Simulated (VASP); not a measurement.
Computed with RPBE GGA, VASP's PBE PAW potentials (set 64) (plane waves; VASP).

A VASP calculation is set up with these files.

### KPOINTS
```
Regular mesh
0
G
9 9 9
0 0 0
```

### INCAR
```
SYSTEM = SrO
PREC = Accurate
ENCUT = 520
EDIFF = 1E-7
NELM = 100
ALGO = Normal
LREAL = .FALSE.
LASPH = .TRUE.
ISMEAR = 0
SIGMA = 0.05
GGA = RP
LMAXMIX = 4
LWAVE = .FALSE.
LCHARG = .FALSE.
ISIF = 2
```

POSCAR:
```
SrO
2.6589440
  0.0000000000   1.0000000620   1.0000000620
  1.0000000620   0.0000000000   1.0000000620
  1.0000000620   1.0000000620   0.0000000000
Sr O
1 1
Cartesian
  0.0000000000   0.0000000000   0.0000000000
  1.0000000620   1.0000000620   1.0000000620
```

POTCAR, in this order: Sr_sv O (PBE.64 set). Program: vasp_std.

The resulting files:

OSZICAR:
```
       N       E                     dE             d eps       ncg     rms          rms(c)
DAV:   1     0.769917648915E+02    0.76992E+02   -0.85425E+03   840   0.129E+03
DAV:   2    -0.942717742824E+01   -0.86419E+02   -0.78931E+02  1144   0.247E+02
DAV:   3    -0.134364525309E+02   -0.40093E+01   -0.39793E+01  1100   0.512E+01
DAV:   4    -0.135635560457E+02   -0.12710E+00   -0.12705E+00  1220   0.793E+00
DAV:   5    -0.135644980378E+02   -0.94199E-03   -0.94197E-03  1092   0.726E-01    0.138E+01
DAV:   6    -0.114674629197E+02    0.20970E+01   -0.10890E+01   980   0.236E+01    0.164E+01
DAV:   7    -0.113607714040E+02    0.10669E+00   -0.69383E-01  1044   0.715E+00    0.898E+00
DAV:   8    -0.113769402375E+02   -0.16169E-01   -0.14204E-01   896   0.438E+00    0.842E-01
DAV:   9    -0.113802514389E+02   -0.33112E-02   -0.16405E-02  1084   0.111E+00    0.267E-01
DAV:  10    -0.113818577860E+02   -0.16063E-02   -0.20437E-03   888   0.439E-01    0.848E-02
DAV:  11    -0.113821920472E+02   -0.33426E-03   -0.52254E-04   988   0.197E-01    0.800E-02
DAV:  12    -0.113822193520E+02   -0.27305E-04   -0.37812E-05   944   0.557E-02    0.261E-02
DAV:  13    -0.113822272328E+02   -0.78808E-05   -0.13220E-05   984   0.330E-02    0.173E-02
DAV:  14    -0.113822280699E+02   -0.83707E-06   -0.25748E-06   928   0.136E-02    0.204E-03
DAV:  15    -0.113822281059E+02   -0.36067E-07   -0.55798E-08   752   0.234E-03
   1 F= -.11382228E+02 E0= -.11382228E+02  d E =-.383410E-14
```

**OUTCAR**
```
------------------------ aborting loop because EDIFF is reached ----------------------------------------
  FORCE on cell =-STRESS in cart. coord.  units (eV):
  Direction    XX          YY          ZZ          XY          YZ          ZX
  --------------------------------------------------------------------------------------
  Total       -0.4766717     -0.4766717     -0.4766717     -0.0000000     -0.0000000      0.0000000
  in kB      -20.3129186    -20.3129186    -20.3129186     -0.0000000     -0.0000000      0.0000000
  external PRESSURE =     -20.3129186 kB  Pullay stress =       0.0000000 kB
  volume of cell :       37.60
      direct lattice vectors                 reciprocal lattice vectors
     0.000000000  2.658944165  2.658944165    -0.188044565  0.188044565  0.188044565
     2.658944165  0.000000000  2.658944165     0.188044565 -0.188044565  0.188044565
     2.658944165  2.658944165  0.000000000     0.188044565  0.188044565 -0.188044565
  FREE ENERGIE OF THE ION-ELECTRON SYSTEM (eV)
  ---------------------------------------------------
  free  energy   TOTEN  =       -11.3822281059 eV

  energy  without entropy=      -11.3822281059  energy(sigma->0) =      -11.38222811
```
(Selected blocks of OUTCAR.)

The compound is SrO in the rock salt structure. This cell is one point of a volume scan, at 1.03 of the reference volume.
